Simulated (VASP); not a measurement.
# Sn3P2 (P6/mmm) in VASP: a series of runs

Runs on Sn3P2. Level: PBE. Tasks: relaxation of cell and atoms.

All numbers are computed with VASP 6.6.1; they aren't measurements. Logs are shortened: lines on timing, memory, paths and dates and some standing lists are left out, and cuts for length are marked.

### Step 1. Starting point

The structure is hexagonal, space group P6/mmm (No. 191). Conventional cell: a = 5.242 Å, b = 5.242 Å, c = 5.977 Å, α = 90.00°, β = 90.00°, γ = 120.00°. Sn (site symmetry mmm) is surrounded by 4 Sn at 2.62 Å. P (site symmetry 6mm) is surrounded by 1 P at 2.17 Å.

The cell was built by a generator and needn't be a form met in nature.

### Step 2. Relaxation of cell and atoms, PBE

Contents of INCAR:

```
SYSTEM = Sn3P2
ALGO     = Fast           ! electronic algorithm
EDIFF    = 1E-4           ! SCF threshold, eV
EDIFFG   = -0.08          ! ionic threshold
ENCUT    = 520            ! plane-wave cutoff, eV
GGA      = PE             ! functional
IBRION   = 2              ! ionic algorithm
ISIF     = 3              ! what is computed and relaxed
ISMEAR   = 0              ! smearing method
LASPH    = .True.         ! aspherical terms in the spheres
LCHARG   = .False.        ! write CHGCAR
LREAL    = .False.        ! projectors in reciprocal space
LWAVE    = .False.        ! write WAVECAR
NELM     = 60             ! most SCF steps
NSW      = 24             ! ionic steps
PREC     = Normal         ! precision mode
SIGMA    = 0.15           ! smearing width, eV
```

Contents of KPOINTS:

```
k-points
0
Gamma
  3 3 3
  0 0 0
```

Contents of POSCAR:

```
Sn3P2
1.0
    5.2423025400      0.0000000000      0.0000000000
   -2.6211512700      4.5399671700      0.0000000000
    0.0000000000      0.0000000000      5.9766074700
Sn P
3 2
Direct
    0.5000000000      0.0000000000      0.0000000000
    0.0000000000      0.5000000000      0.0000000000
    0.5000000000      0.5000000000      0.0000000000
    0.0000000000      0.0000000000      0.6818125000
    0.0000000000      0.0000000000      0.3181875000
```

Potentials or basis: VASP PAW PBE potentials, release 64 (Sn_d, P).

Command:

```sh
$ cat potpaw_PBE.64/Sn_d/POTCAR potpaw_PBE.64/P/POTCAR > POTCAR
$ mpirun -np 1 vasp_std > vasp.out
```

OUTCAR:

```text
SYSTEM = Sn3P2
   EDIFF = 1E-4
   EDIFFG = -0.08
   ENCUT = 520
   GGA = PE
   IBRION = 2
   ISIF = 3
   ISMEAR = 0
   LASPH = .True.
   LREAL = .False.
   NELM = 60
   NSW = 24
   PREC = Normal

 ion  position               nearest neighbor table
   1  0.500  0.000  0.000-   2 2.62   3 2.62   3 2.62   2 2.62   4 3.24   4 3.24   5 3.24   5 3.24

   2  0.000  0.500  0.000-   1 2.62   1 2.62   3 2.62   3 2.62   4 3.24   5 3.24   4 3.24   5 3.24

   3  0.500  0.500  0.000-   1 2.62   1 2.62   2 2.62   2 2.62   4 3.24   5 3.24   4 3.24   5 3.24

   4  0.000  0.000  0.682-   5 2.17   3 3.24   2 3.24   2 3.24   3 3.24   1 3.24   1 3.24
   5  0.000  0.000  0.318-   4 2.17   3 3.24   2 3.24   2 3.24   3 3.24   1 3.24   1 3.24

  LATTYP: Found a hexagonal cell.
 ALAT       =     5.2423025400
 C/A-ratio  =     1.1400729783

  Lattice vectors:

 A1 = (   5.2423025400,   0.0000000000,   0.0000000000)
 A2 = (  -2.6211512700,   4.5399671700,   0.0000000000)
 A3 = (   0.0000000000,   0.0000000000,   5.9766074700)

Analysis of symmetry for initial positions (statically):
=====================================================================
 Subroutine PRICEL returns:
 Original cell was already a primitive cell.

 Routine SETGRP: Setting up the symmetry group for a
 hexagonal supercell.

 Subroutine GETGRP returns: Found 24 space group operations
 (whereof 24 operations were pure point group operations)
 out of a pool of 24 trial point group operations.

The static configuration has the point symmetry D_6h.

Analysis of symmetry for dynamics (positions and initial velocities):
=====================================================================
 Subroutine PRICEL returns:
 Original cell was already a primitive cell.

 Routine SETGRP: Setting up the symmetry group for a
 hexagonal supercell.

 Subroutine GETGRP returns: Found 24 space group operations
 (whereof 24 operations were pure point group operations)
 out of a pool of 24 trial point group operations.

The dynamic configuration has the point symmetry D_6h.

 Subroutine INISYM returns: Found 24 space group operations
 (whereof 24 operations are pure point group operations),
 and found     1 'primitive' translations

----------------------------------------------------------------------------------------

                                     Primitive cell

  volume of cell :     142.2425

  direct lattice vectors                    reciprocal lattice vectors
     5.242302540  0.000000000  0.000000000     0.190755873  0.110132955  0.000000000
    -2.621151270  4.539967170  0.000000000     0.000000000  0.220265910  0.000000000
     0.000000000  0.000000000  5.976607470     0.000000000  0.000000000  0.167319002

  length of vectors
     5.242302540  5.242302537  5.976607470     0.220265910  0.220265910  0.167319002

  position of ions in fractional coordinates (direct lattice)
     0.500000000  0.000000000  0.000000000
     1.000000000  0.500000000  0.000000000
     0.500000000  0.500000000  0.000000000
     0.000000000  0.000000000  0.681812500
     0.000000000  0.000000000  0.318187500

  ion indices of the primitive-cell ions
   primitive index   ion index
                 1           1
                 2           2
                 3           3
                 4           4
                 5           5

----------------------------------------------------------------------------------------

 KPOINTS: k-points

Automatic generation of k-mesh.
 Grid dimensions read from file:
 generate k-points for:    3    3    3

 Generating k-lattice:

  Cartesian coordinates                     Fractional coordinates (reciprocal lattice)
     0.063585291  0.036710985  0.000000000     0.333333333  0.000000000  0.000000000
     0.000000000  0.073421970  0.000000000     0.000000000  0.333333333  0.000000000
     0.000000000  0.000000000  0.055773001     0.000000000  0.000000000  0.333333333

  Length of vectors
     0.073421970  0.073421970  0.055773001

  Shift w.r.t. Gamma in fractional coordinates (k-lattice)
     0.000000000  0.000000000  0.000000000

 Subroutine IBZKPT returns following result:
 ===========================================

 Found      6 irreducible k-points:

 Following reciprocal coordinates:
            Coordinates               Weight
  0.000000  0.000000  0.000000      1.000000
  0.333333  0.000000  0.000000      6.000000
  0.333333  0.333333  0.000000      2.000000
  0.000000  0.000000  0.333333      2.000000
  0.333333  0.000000  0.333333     12.000000
  0.333333  0.333333  0.333333      4.000000
   k-points           NKPTS =      6   k-points in BZ     NKDIM =      6   number of bands    NBANDS=     31
   number of dos      NEDOS =    301   number of ions     NIONS =      5
   total plane-waves  NPLWV =  32400
   dimension x,y,z NGX =    30 NGY =   30 NGZ =   36
   dimension x,y,z NGXF=    60 NGYF=   60 NGZF=   72
   ions per type =               3   2
   NGX,Y,Z   is equivalent  to a cutoff of   9.51,  9.51, 10.01 a.u.
   NGXF,Y,Z  is equivalent  to a cutoff of  19.03, 19.03, 20.03 a.u.
 SYSTEM =  Sn3P2
   PREC   = normal    normal or accurate (medium, high low for compatibility)
   ISTART =      0    job   : 0-new  1-cont  2-samecut
   ICHARG =      2    charge: 1-file 2-atom 10-const
   ISPIN  =      1    spin polarized calculation?
   LNONCOLLINEAR =      F non collinear calculations
   LSORBIT =      F    spin-orbit coupling
   LASPH  =      T    aspherical Exc in radial PAW
   ENCUT  =  520.0 eV  38.22 Ry    6.18 a.u.   9.75  9.75 11.11*2*pi/ulx,y,z
   NELM   =     60;   NELMIN=  2; NELMDL= -5     # of ELM steps
   EDIFF  = 0.1E-03   stopping-criterion for ELM
   LREAL  =      F    real-space projection
   EDIFFG = -.8E-01   stopping-criterion for IOM
   NSW    =     24    number of steps for IOM
   IBRION =      2    ionic relax: 0-MD 1-quasi-New 2-CG
   NFREE  =      1    steps in history (QN), initial steepest desc. (CG)
   ISIF   =      3    stress and relaxation
   ISYM   =      2    0-nonsym 1-usesym 2-fastsym
   POTIM  = 0.5000    time-step for ionic-motion
   TEBEG  =    0.0;   TEEND  =   0.0 temperature during run
   PSTRESS=    0.0 pullay stress
   NELECT =      52.0000    total number of electrons
   NUPDOWN=      -1.0000    fix difference up-down
   EMIN   =  10.00;   EMAX   =-10.00  energy-range for DOS
   EFERMI =   0.00;   METHOD = LEGACY
   ISMEAR =     0;   SIGMA  =   0.15  broadening in eV -4-tet -1-fermi 0-gaus
   EFERMI_NEDOS =   21; number of points for ismear=-14 and -15
   IALGO  =     68    algorithm
   IMIX   =      4    mixing-type and parameters
     AMIX     =   0.40;   BMIX     =  1.00
     AMIX_MAG =   1.60;   BMIX_MAG =  1.00
  volume/ion in A,a.u.               =      28.45       191.98
  Fermi-wavevector in a.u.,A,eV,Ry     =   1.170576  2.212067 18.643343  1.370247
  Thomas-Fermi vector in A             =   2.307032
   LORBIT       =      0    0 simple, 1 ext, 2 COOP (PROOUT), +10 PAW based schemes
   GGA     = PE    functional components
   LHFCALC =     F    Hartree Fock is set to
   AEXX    =    0.0000 exact exchange contribution
   IVDW    =     0    specifies the selected vdW correction
   LEPSILON=     F    determine dielectric tensor
   LRPA    =     F    only Hartree local field effects (RPA)
 conjugate gradient relaxation of ions
 non-spin polarized calculation
 RMM-DIIS sequential band-by-band and
 Gauss-broadening in eV      SIGMA  =   0.15
  energy-cutoff  :      520.00
  volume of cell :      142.24
 maximum number of plane-waves:      3844
   NGX = 19   NGY = 19   NGZ = 23

--------------------------------------- Ionic step        1  -------------------------------------------

 number of electron      52.0000097 magnetization

 Free energy of the ion-electron system (eV)
  ---------------------------------------------------
  ext. energy  EPLUGINS =         0.00000000
  ---------------------------------------------------
  free energy    TOTEN  =       -16.77408524 eV

  energy without entropy =      -16.75198445  energy(sigma->0) =      -16.76303485

------------------------ aborting loop because EDIFF is reached ----------------------------------------

  FORCE on cell =-STRESS in cart. coord.  units (eV):
  Direction    XX          YY          ZZ          XY          YZ          ZX
  --------------------------------------------------------------------------------------
  -------------------------------------------------------------------------------------
  Total       21.5376051     21.5376050     -5.1688723      0.0000000      0.0000000      0.0000000
  in kB      242.5931114    242.5931110    -58.2206242      0.0000000      0.0000000      0.0000000
  external PRESSURE =     142.3218661 kB  Pullay stress =       0.0000000 kB
[... 98 lines left out ...]
  FREE ENERGIE OF THE ION-ELECTRON SYSTEM (eV)
  ---------------------------------------------------
  free  energy   TOTEN  =       -19.3889179245 eV

  energy  without entropy=      -19.3377092904  energy(sigma->0) =      -19.36331361

 E-fermi :   4.8943     XC(G=0):  -8.8938

 val. band max:        4.7511495934   @ k =   0.3333   0.0000   0.3333
 cond. band min:       5.1248967425   @ k =   0.3333   0.3333   0.0000
 fundamental gap:      0.3737471491
 Fermi energy:         4.8942763464

 k-point     1 :       0.0000    0.0000    0.0000
  band No.  band energies     occupation
      1     -16.9678      2.00000
      2     -16.9329      2.00000
      3     -16.9329      2.00000
      4     -16.8021      2.00000
      5     -16.7804      2.00000
      6     -16.7542      2.00000
[... 193 lines left out ...]
     30       6.6840      0.00000
     31       6.8647      0.00000

[... ionic steps 4 to 21 ...]

--------------------------------------- Ionic step       22  -------------------------------------------

 number of electron      51.9999978 magnetization

------------------------ aborting loop because EDIFF is reached ----------------------------------------

  FORCE on cell =-STRESS in cart. coord.  units (eV):
  Direction    XX          YY          ZZ          XY          YZ          ZX
  --------------------------------------------------------------------------------------
  -------------------------------------------------------------------------------------
  Total        0.1823349      0.1823349      0.1776086      0.0000000      0.0000000      0.0000000
  in kB        1.9134298      1.9134298      1.8638319      0.0000000      0.0000000      0.0000000
  external PRESSURE =       1.8968971 kB  Pullay stress =       0.0000000 kB
[... 63 lines left out ...]
  energy  without entropy=      -19.9653549136  energy(sigma->0) =      -19.97350254

--------------------------------------- Ionic step       24  -------------------------------------------

 number of electron      51.9999992 magnetization

 Free energy of the ion-electron system (eV)
  ---------------------------------------------------
  ext. energy  EPLUGINS =         0.00000000
  ---------------------------------------------------
  free energy    TOTEN  =       -19.98221542 eV

  energy without entropy =      -19.96626408  energy(sigma->0) =      -19.97423975

 E-fermi :   4.8701     XC(G=0):  -8.8870

 val. band max:        4.7258270277   @ k =   0.3333   0.0000   0.3333
 cond. band min:       5.1174041071   @ k =   0.3333   0.3333   0.0000
 fundamental gap:      0.3915770794
 Fermi energy:         4.8701411132

 k-point     1 :       0.0000    0.0000    0.0000
  band No.  band energies     occupation
      1     -16.9854      2.00000
      2     -16.9516      2.00000
      3     -16.9516      2.00000
      4     -16.8209      2.00000
      5     -16.8003      2.00000
      6     -16.7740      2.00000
[... 225 lines left out ...]
  FREE ENERGIE OF THE ION-ELECTRON SYSTEM (eV)
  ---------------------------------------------------
  free  energy   TOTEN  =       -19.9822154206 eV

  energy  without entropy=      -19.9662640805  energy(sigma->0) =      -19.97423975

 reached required accuracy - stopping structural energy minimisation
```

Wall time 2.6 min (1 thread of AMD EPYC 9R14 (Zen 4), shared host); peak memory 0.17 GiB.

What came out:

```
Free energy                            : -19.9822 eV
Relaxed volume                         : 30.58 Å³/atom
Relaxed cell                           : a = 6.031 Å, b = 6.031 Å, c = 4.854 Å, α = 90.00°, β = 90.00°, γ = 120.00°
Space group after relaxing (to 0.05 Å) : P6/mmm (No. 191)
Energy gained by relaxing              : 641.6 meV/atom
Ionic steps                            : 24
Pressure after relaxing                : 0.0 GPa
Largest force after relaxing           : 0.046 eV/Å
Band gap on the k mesh                 : none (metal or under the smearing width)
```

Forces on the atoms (eV/Å):
```
Sn   0.000  0.000  0.000
Sn   0.000  0.000  0.000
Sn   0.000  0.000  0.000
P    0.000  0.000  0.046
P    0.000  0.000 -0.046
```

Step by step:
| step | energy change (eV) | largest force (eV/Å) | pressure (GPa) | volume (Å³) |
| --- | --- | --- | --- | --- |
| 1 | 0.0000 | 0.8715 | 14.23 | 142.24 |
| 2 | -2.4497 | 0.9167 | -2.85 | 197.15 |
| 3 | -2.6148 | 0.0543 | -1.13 | 179.44 |
| 4 | -2.6249 | 0.1344 | -1.30 | 182.31 |
| 5 | -2.6251 | 0.1728 | -1.44 | 183.27 |
| 6 | -2.7291 | 1.4466 | -0.47 | 176.26 |
| 7 | -2.7391 | 2.0417 | -0.06 | 173.64 |
| 8 | -2.7846 | 1.9865 | 0.25 | 171.66 |
| 9 | -2.9123 | 1.9774 | 0.52 | 165.71 |
| 10 | -3.0744 | 1.9017 | 1.39 | 153.95 |
| 11 | -2.1954 | 1.2489 | 7.34 | 130.90 |
| 12 | -2.9803 | 2.7814 | 2.14 | 151.30 |
| 13 | -3.1089 | 1.5612 | 1.80 | 149.89 |
| 14 | -3.1685 | 0.6368 | 1.33 | 148.40 |
| 15 | -3.1749 | 0.3587 | 1.35 | 147.81 |
| 16 | -3.1752 | 0.2973 | 1.24 | 147.68 |
| 17 | -3.1893 | 0.2676 | 0.86 | 148.86 |
| 18 | -3.2064 | 0.1753 | 0.42 | 151.84 |
| 19 | -3.2065 | 0.1322 | -0.07 | 153.03 |
| 20 | -3.2069 | 0.1473 | 0.38 | 152.57 |
| 21 | -3.2068 | 0.1496 | -0.04 | 152.78 |
| 22 | -3.2068 | 0.1423 | 0.19 | 152.67 |
| 23 | -3.2076 | 0.0957 | -0.03 | 152.76 |
| 24 | -3.2081 | 0.0455 | -0.03 | 152.89 |

Final structure:
```
Sn P
1.0
     6.03087    0.00000    0.00000
    -3.01544    5.22289    0.00000
     0.00000    0.00000    4.85385
Sn P
3 2
Cartesian
  3.0154 0.0000 0.0000
  -1.5077 2.6114 0.0000
  1.5077 2.6114 0.0000
  0.0000 0.0000 3.4977
  0.0000 0.0000 1.3561
```

Caveat: the k mesh is coarse (spacing up to 0.46 Å⁻¹), so the values aren't converged; the relaxation stopped at a loose force limit of 0.08 eV/Å, so its end isn't a converged minimum.

### Step 3. Relaxation of cell and atoms, PBE

This run uses another cell than the first one, of 25.80 Å³/atom, 0.907 times its volume.

INCAR is that of step 2.

KPOINTS is that of step 2.

Contents of POSCAR:

```
Sn3P2
1.0
    4.9505201300      0.0000000000      0.0000000000
   -2.4752600600      4.2872761900      0.0000000000
    0.0000000000      0.0000000000      6.0790739700
Sn P
3 2
Direct
    0.0000000000      0.0000000000      0.0000000000
    0.3333333300      0.6666666700      0.6449289300
    0.6666666700      0.3333333300      0.3550710700
    0.3333333300      0.6666666700      0.1568725000
    0.6666666700      0.3333333300      0.8431275000
```

Potentials or basis: VASP PAW PBE potentials, release 64 (Sn_d, P).

Command:

```sh
$ cat potpaw_PBE.64/Sn_d/POTCAR potpaw_PBE.64/P/POTCAR > POTCAR
$ mpirun -np 1 vasp_std > vasp.out
```

Wall time 81 s (1 thread of AMD EPYC 9R14 (Zen 4), shared host); peak memory 0.15 GiB.

The run converged. Its results:

```
Free energy                            : -21.7299 eV
Relaxed volume                         : 25.08 Å³/atom
Relaxed cell                           : a = 5.014 Å, b = 5.014 Å, c = 5.761 Å, α = 90.00°, β = 90.00°, γ = 120.00°
Space group after relaxing (to 0.05 Å) : P-3m1 (No. 164)
Energy gained by relaxing              : 134.8 meV/atom
Ionic steps                            : 12
Pressure after relaxing                : 0.2 GPa
Largest force after relaxing           : 0.077 eV/Å
Band gap on the k mesh                 : none (metal or under the smearing width)
```

Forces in eV/Å, atoms in the order of the input:
```
Sn   0.000  0.000  0.000
Sn   0.000  0.000 -0.077
Sn   0.000  0.000  0.077
P    0.000  0.000  0.046
P    0.000  0.000 -0.046
```

Stress tensor (GPa, compression positive):
```
0.15 0.00 0.00
0.00 0.15 0.00
0.00 0.00 0.38
```

Step by step:
```tsv
step	energy change (eV)	largest force (eV/Å)	pressure (GPa)	volume (Å³)
1	0.0000	0.8024	-1.63	129.02
2	-0.1401	0.7605	-0.21	124.17
3	-0.1765	0.7991	4.35	116.22
4	-0.1922	0.8682	2.88	118.71
5	-0.2834	0.6923	2.40	119.63
6	-0.4201	0.5784	1.45	121.41
7	-0.4975	0.5031	0.46	124.90
8	-0.5960	0.3264	-0.26	126.73
9	-0.6452	0.1236	-0.99	128.72
10	-0.6492	0.0839	-1.39	129.42
11	-0.6719	0.0463	-0.47	126.88
12	-0.6741	0.0775	0.23	125.42
```

Final structure:
```
CELL_PARAMETERS angstrom
5.01380 0.00000 0.00000
-2.50690 4.34208 0.00000
0.00000 0.00000 5.76124
ATOMIC_POSITIONS crystal
Sn 0.00000 0.00000 0.00000
Sn 0.33333 0.66667 0.73007
Sn 0.66667 0.33333 0.26993
P 0.33333 0.66667 0.21245
P 0.66667 0.33333 0.78755
```

Levels at points of the mesh, in eV from the Fermi level:
| k point | band 23 | band 24 | band 25 | band 26 | band 27 | band 28 | band 29 | band 30 |
| --- | --- | --- | --- | --- | --- | --- | --- | --- |
| (0.00, 0.00, 0.00) | -2.58 | -2.58 | -2.50 | -1.77 | -0.81 | -0.81 | 1.70 | 2.18 |

Caveat: the k mesh is coarse (spacing up to 0.49 Å⁻¹), so the values aren't converged; the relaxation stopped at a loose force limit of 0.08 eV/Å, so its end isn't a converged minimum.
